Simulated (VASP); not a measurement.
Given:

```yaml
crystal:
  lattice:
    - [2.16688, -3.75314, 0.00000]
    - [2.16688, 3.75314, 0.00000]
    - [0.00000, 0.00000, 7.06540]
  atoms:
    - { symbol: Cd, position: [0.66667, 0.33333, 0.50002] }
    - { symbol: Cd, position: [0.33333, 0.66667, 0.00002] }
    - { symbol: Se, position: [0.66667, 0.33333, 0.87598] }
    - { symbol: Se, position: [0.33333, 0.66667, 0.37598] }
```

Method: vdW-DF-cx, VASP's PBE PAW potentials (set 64) (plane waves; VASP). Run with 520 eV cut-off, 7×7×4 Γ-centred mesh, tetrahedra with Blöchl corrections, potentials Cd Se.

The cores are frozen, which limits the accuracy of field gradients.

Problem. Give the principal components of the electric field gradient (V/Å²) and the asymmetry η at each nucleus.

Solution. 
```tsv
atom	Vxx	Vyy	Vzz	η
Cd1	-1.1	-1.1	2.3	0.00
Cd2	-1.1	-1.1	2.3	0.00
Se3	-0.5	-0.5	1.1	0.00
Se4	-0.5	-0.5	1.1	0.00
```

The compound is CdSe in the wurtzite structure. It was relaxed first.
